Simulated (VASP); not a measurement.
# Cl2GaH in VASP: further runs

Aim: see how the results for Cl2GaH move with the level of theory and the settings. Levels: PBE, PBE+TS. Tasks: single point, relaxation of the atoms, atomic charges.

Program: VASP 6.6.1. These are calculated values, not measurements. Logs are shortened: lines on timing, memory, paths and dates and some standing lists are left out, and cuts for length are marked.

**1. Starting point**

The cell holds a molecule in a box, 4 atoms: a = 12.000 Å, b = 13.000 Å, c = 11.000 Å, α = 90.00°, β = 90.00°, γ = 90.00°.

**2. Single point, PBE (atoms moved at random, drawn with an rms of 0.05 Å)**

File INCAR:

```
SYSTEM = GaHCl2
ALGO = Normal ; EDIFF = 1E-6
ENCUT = 520 ; GGA = PE
ISIF = 2 ; ISMEAR = 0
LASPH = .True. ; LCHARG = .True.
LELF = .True. ; LREAL = .False.
LVACPOTAV = .True. ; LVHAR = .True.
LWAVE = .False. ; NELM = 80
PREC = Accurate ; SIGMA = 0.01
```

File KPOINTS:

```
k-points
0
Gamma
  1 1 1
  0 0 0
```

File POSCAR:

```
GaHCl2
1.0
   12.0000000000      0.0000000000      0.0000000000
    0.0000000000     13.0000000000      0.0000000000
    0.0000000000      0.0000000000     11.0000000000
Cl Ga H
2 1 1
Direct
    0.3751250000      0.5012250000      0.4440840000
    0.6257170000      0.3806580000      0.5638850000
    0.5484340000      0.5140960000      0.4909860000
    0.6130120000      0.6207520000      0.4788440000
```

Potentials or basis: VASP PAW PBE potentials, release 64 (Cl, Ga_d, H).

Run with:

```console
cat potpaw_PBE.64/Cl/POTCAR potpaw_PBE.64/Ga_d/POTCAR potpaw_PBE.64/H/POTCAR > POTCAR
mpirun -np 1 vasp_gam > vasp.out
```

OUTCAR:

```text
SYSTEM = GaHCl2
   EDIFF = 1E-6
   ENCUT = 520
   GGA = PE
   ISIF = 2
   ISMEAR = 0
   LASPH = .True.
   LREAL = .False.
   NELM = 80
   PREC = Accurate

 ion  position               nearest neighbor table
   1  0.375  0.501  0.444-   3 2.15
   2  0.626  0.381  0.564-   3 2.12
   3  0.548  0.514  0.491-   4 1.59   2 2.12   1 2.15
   4  0.613  0.621  0.479-   3 1.59

  LATTYP: Found a simple orthorhombic cell.
 ALAT       =    11.0000000000
 B/A-ratio  =     1.0909090909
 C/A-ratio  =     1.1818181818

  Lattice vectors:

 A1 = (   0.0000000000,   0.0000000000,  11.0000000000)
 A2 = (  12.0000000000,   0.0000000000,   0.0000000000)
 A3 = (   0.0000000000,  13.0000000000,   0.0000000000)

Analysis of symmetry for initial positions (statically):
=====================================================================
 Subroutine PRICEL returns:
 Original cell was already a primitive cell.

 Routine SETGRP: Setting up the symmetry group for a
 simple orthorhombic supercell.

 Subroutine GETGRP returns: Found  1 space group operations
 (whereof  1 operations were pure point group operations)
 out of a pool of  8 trial point group operations.

The static configuration has the point symmetry C_1 .

Analysis of symmetry for dynamics (positions and initial velocities):
=====================================================================
 Subroutine PRICEL returns:
 Original cell was already a primitive cell.

 Routine SETGRP: Setting up the symmetry group for a
 simple orthorhombic supercell.

 Subroutine GETGRP returns: Found  1 space group operations
 (whereof  1 operations were pure point group operations)
 out of a pool of  8 trial point group operations.

The dynamic configuration has the point symmetry C_1 .

 Subroutine INISYM returns: Found  1 space group operations
 (whereof  1 operations are pure point group operations),
 and found     1 'primitive' translations

----------------------------------------------------------------------------------------

                                     Primitive cell

  volume of cell :    1716.0000

  direct lattice vectors                    reciprocal lattice vectors
    12.000000000  0.000000000  0.000000000     0.083333333  0.000000000  0.000000000
     0.000000000 13.000000000  0.000000000     0.000000000  0.076923077  0.000000000
     0.000000000  0.000000000 11.000000000     0.000000000  0.000000000  0.090909091

  length of vectors
    12.000000000 13.000000000 11.000000000     0.083333333  0.076923077  0.090909091

  position of ions in fractional coordinates (direct lattice)
     0.375125000  0.501225000  0.444084000
     0.625717000  0.380658000  0.563885000
     0.548434000  0.514096000  0.490986000
     0.613012000  0.620752000  0.478844000

  ion indices of the primitive-cell ions
   primitive index   ion index
                 1           1
                 2           2
                 3           3
                 4           4

----------------------------------------------------------------------------------------

 KPOINTS: k-points

Automatic generation of k-mesh.
 Grid dimensions read from file:
 generate k-points for:    1    1    1

 Generating k-lattice:

  Cartesian coordinates                     Fractional coordinates (reciprocal lattice)
     0.083333333  0.000000000  0.000000000     1.000000000  0.000000000  0.000000000
     0.000000000  0.076923077  0.000000000     0.000000000  1.000000000  0.000000000
     0.000000000  0.000000000  0.090909091     0.000000000  0.000000000  1.000000000

  Length of vectors
     0.083333333  0.076923077  0.090909091

  Shift w.r.t. Gamma in fractional coordinates (k-lattice)
     0.000000000  0.000000000  0.000000000

 Subroutine IBZKPT returns following result:
 ===========================================

 Found      1 irreducible k-points:

 Following reciprocal coordinates:
            Coordinates               Weight
  0.000000  0.000000  0.000000      1.000000
   k-points           NKPTS =      1   k-points in BZ     NKDIM =      1   number of bands    NBANDS=     18
   number of dos      NEDOS =    301   number of ions     NIONS =      4
   total plane-waves  NPLWV = 740880
   dimension x,y,z NGX =    90 NGY =   98 NGZ =   84
   dimension x,y,z NGXF=   180 NGYF=  196 NGZF=  168
   ions per type =               2   1   1
   NGX,Y,Z   is equivalent  to a cutoff of  12.47, 12.53, 12.70 a.u.
   NGXF,Y,Z  is equivalent  to a cutoff of  24.94, 25.06, 25.39 a.u.
 SYSTEM =  GaHCl2
   PREC   = accura    normal or accurate (medium, high low for compatibility)
   ISTART =      0    job   : 0-new  1-cont  2-samecut
   ICHARG =      2    charge: 1-file 2-atom 10-const
   ISPIN  =      1    spin polarized calculation?
   LNONCOLLINEAR =      F non collinear calculations
   LSORBIT =      F    spin-orbit coupling
   LASPH  =      T    aspherical Exc in radial PAW
   ENCUT  =  520.0 eV  38.22 Ry    6.18 a.u.  22.31 24.17 20.45*2*pi/ulx,y,z
   NELM   =     80;   NELMIN=  2; NELMDL= -5     # of ELM steps
   EDIFF  = 0.1E-05   stopping-criterion for ELM
   LREAL  =      F    real-space projection
   EDIFFG = 0.1E-04   stopping-criterion for IOM
   NSW    =      0    number of steps for IOM
   IBRION =     -1    ionic relax: 0-MD 1-quasi-New 2-CG
   NFREE  =      0    steps in history (QN), initial steepest desc. (CG)
   ISIF   =      2    stress and relaxation
   ISYM   =      2    0-nonsym 1-usesym 2-fastsym
   POTIM  = 0.5000    time-step for ionic-motion
   TEBEG  =    0.0;   TEEND  =   0.0 temperature during run
   PSTRESS=    0.0 pullay stress
   NELECT =      28.0000    total number of electrons
   NUPDOWN=      -1.0000    fix difference up-down
   EMIN   =  10.00;   EMAX   =-10.00  energy-range for DOS
   EFERMI =   0.00;   METHOD = LEGACY
   ISMEAR =     0;   SIGMA  =   0.01  broadening in eV -4-tet -1-fermi 0-gaus
   EFERMI_NEDOS =   21; number of points for ismear=-14 and -15
   IALGO  =     38    algorithm
   IMIX   =      4    mixing-type and parameters
     AMIX     =   0.40;   BMIX     =  1.00
     AMIX_MAG =   1.60;   BMIX_MAG =  1.00
  volume/ion in A,a.u.               =     429.00      2895.03
  Fermi-wavevector in a.u.,A,eV,Ry     =   0.415230  0.784670  2.345858  0.172416
  Thomas-Fermi vector in A             =   1.374036
   LORBIT       =      0    0 simple, 1 ext, 2 COOP (PROOUT), +10 PAW based schemes
   GGA     = PE    functional components
   LHFCALC =     F    Hartree Fock is set to
   AEXX    =    0.0000 exact exchange contribution
   IVDW    =     0    specifies the selected vdW correction
   LEPSILON=     F    determine dielectric tensor
   LRPA    =     F    only Hartree local field effects (RPA)
 non-spin polarized calculation
 Gauss-broadening in eV      SIGMA  =   0.01
  energy-cutoff  :      520.00
  volume of cell :     1716.00
 maximum number of plane-waves:     23131
 NGX is ok and might be reduce to    90
   NGX = 45   NGY = 49   NGZ = 41

 number of electron      28.0000010 magnetization

 Free energy of the ion-electron system (eV)
  ---------------------------------------------------
  ext. energy  EPLUGINS =         0.00000000
  ---------------------------------------------------
  free energy    TOTEN  =       -12.36453866 eV

  energy without entropy =      -12.36453866  energy(sigma->0) =      -12.36453866

 E-fermi :  -7.3633     XC(G=0):  -0.8523

 val. band max:       -7.4420601377   @ k =   0.0000   0.0000   0.0000
 cond. band min:      -2.2816070233   @ k =   0.0000   0.0000   0.0000
 fundamental gap:      5.1604531145
 Fermi energy:        -7.3633097032

 k-point     1 :       0.0000    0.0000    0.0000
  band No.  band energies     occupation
      1     -21.0051      2.00000
      2     -20.8581      2.00000
      3     -20.2668      2.00000
      4     -20.2126      2.00000
      5     -20.2011      2.00000
      6     -19.6442      2.00000
      7     -19.2404      2.00000
      8     -11.7682      2.00000
      9      -9.0816      2.00000
     10      -8.8891      2.00000
     11      -8.1430      2.00000
     12      -7.6799      2.00000
     13      -7.5016      2.00000
     14      -7.4421      2.00000
     15      -2.2816      0.00000
     16      -1.9379      0.00000
     17      -0.2133      0.00000
     18       0.0606      0.00000

------------------------ aborting loop because EDIFF is reached ----------------------------------------

  FORCE on cell =-STRESS in cart. coord.  units (eV):
  Direction    XX          YY          ZZ          XY          YZ          ZX
  --------------------------------------------------------------------------------------
  -------------------------------------------------------------------------------------
  Total       -0.6542504     -0.6720470     -0.0300021     -0.5717066     -0.0177742     -0.0179800
  in kB       -0.6108539     -0.6274699     -0.0280120     -0.5337852     -0.0165953     -0.0167874
  external PRESSURE =      -0.4221119 kB  Pullay stress =       0.0000000 kB

 VOLUME and BASIS-vectors are now :
 -----------------------------------------------------------------------------
  energy-cutoff  :      520.00
  volume of cell :     1716.00
      direct lattice vectors                 reciprocal lattice vectors
    12.000000000  0.000000000  0.000000000     0.083333333  0.000000000  0.000000000
     0.000000000 13.000000000  0.000000000     0.000000000  0.076923077  0.000000000
     0.000000000  0.000000000 11.000000000     0.000000000  0.000000000  0.090909091

 POSITION                                       TOTAL-FORCE (eV/Angst)
 -----------------------------------------------------------------------------------
      4.50150      6.51592      4.88492         0.187351     -0.026268      0.023292
      7.50860      4.94855      6.20273         0.039898     -0.144014      0.020826
      6.58121      6.68325      5.40085         0.112597      0.808859     -0.060050
      7.35614      8.06978      5.26728        -0.339846     -0.638578      0.015932
 -----------------------------------------------------------------------------------
    total drift:                                0.000326     -0.000756     -0.000051

  FREE ENERGIE OF THE ION-ELECTRON SYSTEM (eV)
  ---------------------------------------------------
  free  energy   TOTEN  =       -12.3645386576 eV

  energy  without entropy=      -12.3645386576  energy(sigma->0) =      -12.36453866
```

It took 1.8 min on 1 thread of Intel Xeon Platinum 8488C (Sapphire Rapids), shared host; peak memory 1.2 GiB.

Results:

```yaml
Free_energy: -12.3645 eV
Largest_force: 0.819 eV/Å
Gap_between_the_frontier_levels: 5.16 eV
```

Forces in eV/Å, atoms in the order of the input:
```
Cl   0.187 -0.026  0.023
Cl   0.040 -0.144  0.021
Ga   0.113  0.809 -0.060
H   -0.340 -0.639  0.016
```

[end of part 1 of 2]
